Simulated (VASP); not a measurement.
**Mg (Magnesium): molecular dynamics**

Aim: follow Mg (Magnesium) in time and read averages from the run. The start is a cell from a database of measured crystal structures.

Main program and level: VASP 6.6.1; PBEsol; plane waves and PAW (Mg), in the first sound run; inputs show where later runs differ.

## 1. The starting structure

The structure is hexagonal, space group P6_3/mmc (No. 194). Conventional cell: a = 3.209 Å, b = 3.209 Å, c = 5.210 Å, α = 90.00°, β = 90.00°, γ = 120.00°. Nearest to Mg lie 12 Mg at 3.20 to 3.21 Å.

Coordinates:

```xyz
2
Lattice="3.2093 0.0000 0.0000 -1.6046 2.7793 0.0000 0.0000 0.0000 5.2103" Properties=species:S:1:pos:R:3 pbc="T T T"
Mg    1.6047    0.9264    3.9077
Mg    0.0000    1.8529    1.3026
```

## 2. Relax the host

The later steps need the crystal at this functional's own lattice; a raised cutoff keeps the stress reliable while the cell changes.

INCAR

```
SYSTEM = Mg
PREC = Accurate
ENCUT = 350
EDIFF = 1E-06
NELM = 120
ISMEAR = 1
SIGMA = 0.15
LREAL = .FALSE.
ALGO = Normal
GGA = PS
NBANDS = 8
LORBIT = 11
LWAVE = .FALSE.
LCHARG = .FALSE.
KPAR = 4
LASPH = .TRUE.
IBRION = 2
NSW = 40
ISIF = 3
EDIFFG = -0.02
POTIM = 0.4
```

POSCAR

```
Mg
1.0
    3.2093000000      0.0000000000      0.0000000000
   -1.6046500000      2.7793353284      0.0000000000
    0.0000000000      0.0000000000      5.2103000000
Mg
2
Direct
    0.6666666667      0.3333333333      0.7500000000
    0.3333333333      0.6666666667      0.2500000000
```

KPOINTS

```
Automatic mesh
0
Gamma
12 12 7
0 0 0
```

PAW data sets: Mg (PBE family, release 64).

Started as:

```sh
mpirun -np 4 vasp_std
```

The program printed:

```text
[banner, memory and clock lines left out]
running    4 mpi-ranks, on    1 nodes
 distrk:  each k-point on    1 cores,    4 groups
 distr:  one band on    1 cores,    1 groups

 POSCAR found type information on POSCAR Mg
 POSCAR found :  1 types and       2 ions
|                                                                             |
|               ----> ADVICE to this user running VASP <----                  |
|                                                                             |
|     You enforced a specific xc type in the INCAR file but a different       |
|     [... a line on the potential file left out ...]
|     I HOPE YOU KNOW WHAT YOU ARE DOING!                                     |
|                                                                             |

 LDA part: xc-table for (Slater+PW92), standard interpolation
 POSCAR, INCAR and KPOINTS ok, starting setup
 FFT: planning ... GRIDC
 FFT: planning ... GRID_SOFT
 FFT: planning ... GRID
 WAVECAR not read
 entering main loop
       N       E                     dE             d eps       ncg     rms          rms(c)
DAV:   1    -0.183531802498E+01   -0.18353E+01   -0.10855E+03  1216   0.261E+02
DAV:   2    -0.345211200337E+01   -0.16168E+01   -0.15676E+01  1616   0.172E+01
DAV:   3    -0.346109117342E+01   -0.89792E-02   -0.89746E-02  1608   0.168E+00
DAV:   4    -0.346111586944E+01   -0.24696E-04   -0.24696E-04  1752   0.756E-02
DAV:   5    -0.346111590594E+01   -0.36499E-07   -0.36579E-07  1584   0.235E-03    0.973E-01
DAV:   6    -0.345066062144E+01    0.10455E-01   -0.63467E-04  1552   0.171E-01    0.620E-01
DAV:   7    -0.344096728269E+01    0.96933E-02   -0.26680E-03  1296   0.313E-01    0.322E-02
DAV:   8    -0.344097273456E+01   -0.54519E-05   -0.17741E-05  1904   0.273E-02    0.642E-03
DAV:   9    -0.344097214716E+01    0.58740E-06   -0.95488E-07  1336   0.449E-03
   1 F= -.34409721E+01 E0= -.34407862E+01  d E =-.344097E+01
 curvature:   0.00 expect dE= 0.000E+00 dE for cont linesearch  0.000E+00
 trial: gam= 0.00000 g(F)=  0.275E-47 g(S)=  0.802E-02 ort = 0.000E+00 (trialstep = 0.100E+01)
 search vector abs. value=  0.802E-02
 bond charge predicted
       N       E                     dE             d eps       ncg     rms          rms(c)
DAV:   1    -0.344684644583E+01   -0.58737E-02   -0.16483E-02  1656   0.609E-01    0.418E-02
DAV:   2    -0.344681770834E+01    0.28737E-04   -0.61457E-05  1336   0.468E-02    0.267E-02
DAV:   3    -0.344679460757E+01    0.23101E-04   -0.59048E-06  1672   0.114E-02    0.127E-03
DAV:   4    -0.344679436076E+01    0.24681E-06   -0.68023E-08   936   0.148E-03
   2 F= -.34467944E+01 E0= -.34467803E+01  d E =-.582221E-02
 trial-energy change:   -0.005822  1 .order   -0.005780   -0.008017   -0.003543
 step:   1.7211(harm=  1.7917)  dis= 0.00000  next Energy=    -3.448088 (dE=-0.712E-02)
 bond charge predicted
       N       E                     dE             d eps       ncg     rms          rms(c)
DAV:   1    -0.344816858009E+01   -0.13740E-02   -0.85127E-03  1656   0.442E-01    0.297E-02
DAV:   2    -0.344815452549E+01    0.14055E-04   -0.31110E-05  1336   0.334E-02    0.190E-02
DAV:   3    -0.344814383267E+01    0.10693E-04   -0.26209E-06  1608   0.782E-03    0.898E-04
DAV:   4    -0.344814365528E+01    0.17740E-06   -0.32505E-08   736   0.105E-03
   3 F= -.34481437E+01 E0= -.34482800E+01  d E =-.717151E-02
 curvature:  -0.89 expect dE=-0.169E-03 dE for cont linesearch -0.196E-05
 ZBRENT: extrapolating
 opt :   1.7555  next Energy=    -3.448146 (dE=-0.717E-02)
 bond charge predicted
       N       E                     dE             d eps       ncg     rms          rms(c)
DAV:   1    -0.344814527022E+01   -0.14375E-05   -0.18605E-05  1640   0.206E-02    0.141E-03
DAV:   2    -0.344814531671E+01   -0.46490E-07   -0.67307E-08   792   0.157E-03
   4 F= -.34481453E+01 E0= -.34482882E+01  d E =-.717317E-02
 curvature:  -0.85 expect dE=-0.166E-03 dE for cont linesearch -0.135E-06
 trial: gam= 0.02886 g(F)=  0.503E-49 g(S)=  0.196E-03 ort =-0.357E-04 (trialstep = 0.115E+01)
 search vector abs. value=  0.200E-03
 bond charge predicted
       N       E                     dE             d eps       ncg     rms          rms(c)
DAV:   1    -0.344832875603E+01   -0.18349E-03   -0.49334E-04  1600   0.910E-02    0.769E-03
DAV:   2    -0.344832774846E+01    0.10076E-05   -0.25414E-06  1296   0.969E-03    0.477E-03
DAV:   3    -0.344832700080E+01    0.74766E-06   -0.84926E-07  1104   0.287E-03
   5 F= -.34483270E+01 E0= -.34485639E+01  d E =-.181684E-03
 trial-energy change:   -0.000182  1 .order   -0.000182   -0.000224   -0.000139
 step:   3.0498(harm=  3.0498)  dis= 0.00000  next Energy=    -3.448442 (dE=-0.297E-03)
 reached required accuracy - stopping structural energy minimisation
```

Elapsed: 18 s, on 4 MPI ranks of Intel Xeon Platinum 8259CL at 2.50GHz (Skylake/Cascade Lake), shared host; peak memory 0.53 GiB.

Lines that name or quote the potential files are left out of all logs, and their timing lines are given in words.

OUTCAR, selected parts (step 2):

```text
ion  position               nearest neighbor table
   1  0.667  0.333  0.750-   2 3.20   2 3.20   2 3.20   2 3.20   2 3.20   2 3.20
   2  0.333  0.667  0.250-   1 3.20   1 3.20   1 3.20   1 3.20   1 3.20   1 3.20

  LATTYP: Found a hexagonal cell.
 ALAT       =     3.2093000000
 C/A-ratio  =     1.6235004518

 Subroutine GETGRP returns: Found 24 space group operations
 (whereof 12 operations were pure point group operations)

The static configuration has the point symmetry D_3d.
 The point group associated with its full space group is D_6h.

 Found     76 irreducible k-points:

   k-points           NKPTS =     76   k-points in BZ     NKDIM =     76   number of bands    NBANDS=      8

   dimension x,y,z NGX =    20 NGY =   20 NGZ =   32
   dimension x,y,z NGXF=    40 NGYF=   40 NGZF=   64

   ENCUT  =  350.0 eV  25.72 Ry    5.07 a.u.   4.90  4.90  7.95*2*pi/ulx,y,z

   NELECT =       4.0000    total number of electrons

 k-points in reciprocal lattice and weights: Automatic mesh
   0.00000000  0.00000000  0.00000000       0.001
   0.08333333  0.00000000  0.00000000       0.006
   0.16666667  0.00000000  0.00000000       0.006
   0.25000000  0.00000000  0.00000000       0.006
   0.33333333  0.00000000  0.00000000       0.006
   0.41666667  0.00000000  0.00000000       0.006
   0.50000000  0.00000000  0.00000000       0.003
   0.08333333  0.08333333  0.00000000       0.006
   0.16666667  0.08333333  0.00000000       0.012
[...]
0.33333333  0.25000000  0.42857143       0.024
   0.33333333  0.33333333  0.42857143       0.004

 average (electrostatic) potential at core
       1 -38.7728       2 -38.7728

 E-fermi :   2.6385

 k-point     1 :       0.0000    0.0000    0.0000
  band No.  band energies     occupation
      1      -4.3157      2.00000
      2       1.0506      2.00000
      3       1.5850      2.00000
      4      13.6535      0.00000
      5      13.6535      0.00000
      6      13.7910      0.00000
      7      13.7910      0.00000
      8      14.7194      0.00000

 k-point     2 :       0.0833    0.0000    0.0000
  band No.  band energies     occupation
      1      -4.1779      2.00000
      2       1.1759      2.00000
      3       1.7183      2.00000
      4      11.3838      0.00000
      5      12.4591      0.00000
      6      13.2942      0.00000
      7      15.1733      0.00000
      8      15.6857      0.00000

 k-point     3 :       0.1667    0.0000    0.0000
  band No.  band energies     occupation
      1      -3.7658      2.00000
      2       1.5523      2.00000
      3       2.1125      2.00001
      4       8.8478      0.00000
      5      11.4249      0.00000
      6      12.0653      0.00000
      7      13.6531      0.00000
      8      14.7312      0.00000

  Total        0.0378631      0.0378631     -0.0336223      0.0000000      0.0000000      0.0000000
  in kB        1.3523685      1.3523685     -1.2008990      0.0000000      0.0000000      0.0000000
  external PRESSURE =       0.5012793 kB  Pullay stress =       0.0000000 kB

  energy-cutoff  :      350.00
  volume of cell :       44.86
      direct lattice vectors                 reciprocal lattice vectors
     3.183698213  0.000000000 -0.000000000     0.314100123  0.181345790 -0.000000000
    -1.591849107  2.757163531  0.000000000    -0.000000000  0.362691581 -0.000000000
    -0.000000000  0.000000000  5.110195824     0.000000000  0.000000000  0.195687217

 POSITION                                       TOTAL-FORCE (eV/Angst)
 -----------------------------------------------------------------------------------
      1.59185      0.91905      3.83265        -0.000000      0.000000      0.000000
     -0.00000      1.83811      1.27755         0.000000     -0.000000     -0.000000
 -----------------------------------------------------------------------------------
    total drift:                                0.000000     -0.000000      0.000000

  FREE ENERGIE OF THE ION-ELECTRON SYSTEM (eV)
  ---------------------------------------------------
  free  energy   TOTEN  =        -3.4483270008 eV

  energy  without entropy=       -3.4490376713  energy(sigma->0) =       -3.44856389

 reached required accuracy - stopping structural energy minimisation

 total charge
# of ion       s       p       d       tot
------------------------------------------
    1        0.208   0.131   0.012   0.351
    2        0.208   0.131   0.012   0.351
--------------------------------------------------
tot          0.416   0.263   0.024   0.703

[... 3 further parts left out ...]
```

CONTCAR:

```
Mg
   1.00000000000000
     3.1836982132074936    0.0000000000000000   -0.0000000000000000
    -1.5918491066037468    2.7571635306545863    0.0000000000000000
    -0.0000000000000000    0.0000000000000000    5.1101958240300904
  Mg
     2
Direct
     0.6666666667000030    0.3333333332999970    0.7500000000000000
     0.3333333332999970    0.6666666667000030    0.2500000000000000
```

The PAW data sets were made with PBE, which is usual practice but a small mismatch for other functionals. The run keeps the 24 symmetry operations of its start, so it cannot find a distortion of lower symmetry.

Step by step:

| step | energy less that of the first step (eV) | largest force (eV/Å) | pressure (GPa) | volume (Å³) |
| --- | --- | --- | --- | --- |
| 1 | 0.0000 | 0.0000 | -1.22 | 46.47 |
| 2 | -0.0058 | 0.0000 | -0.51 | 45.53 |
| 3 | -0.0072 | 0.0000 | 0.04 | 44.86 |
| 4 | -0.0072 | 0.0000 | 0.07 | 44.83 |
| 5 | -0.0074 | 0.0000 | 0.05 | 44.86 |

| conventional cell, symmetrised | before | after | change |
| --- | --- | --- | --- |
| a (Å) | 3.209 | 3.184 | -0.8 % |
| b (Å) | 3.209 | 3.184 | -0.8 % |
| c (Å) | 5.210 | 5.110 | -1.9 % |
| volume (Å³/atom) | 23.24 | 22.43 | -3.5 % |

Final coordinates:

```xyz
2
Lattice="3.1837 0.0000 0.0000 -1.5918 2.7572 0.0000 0.0000 0.0000 5.1102" Properties=species:S:1:pos:R:3 pbc="T T T"
Mg    1.5918    0.9191    3.8326
Mg    0.0000    1.8381    1.2775
```

Numbers from this step:

```
electronic cycles                               : 22
electrons                                       : 4
free energy (TOTEN)                             : -3.448 eV
energy at zero smearing                         : -3.449 eV
Fermi energy                                    : 2.639 eV
labelled metallic, from the levels on this mesh : yes
```

The run ended after 5 ionic steps, 0.007 eV below its first step, once forces and stress met EDIFFG = -0.02.

[end of part 1 of 3]

[Lines on the potential files, build, host, timing and source positions are cut from VASP's logs without a mark.]

[Logs are printed without paths, hosts, clocks, repeated set-up lines and the standing remarks that a program may print on its own settings, such as how far it seeks lower states.]

[Hosts, paths, dates, database ids (printed as entryN), source tags and the programs' standing remarks are cut or masked in the printed files.]

[Runs that stopped without an error message from VASP are left out.]
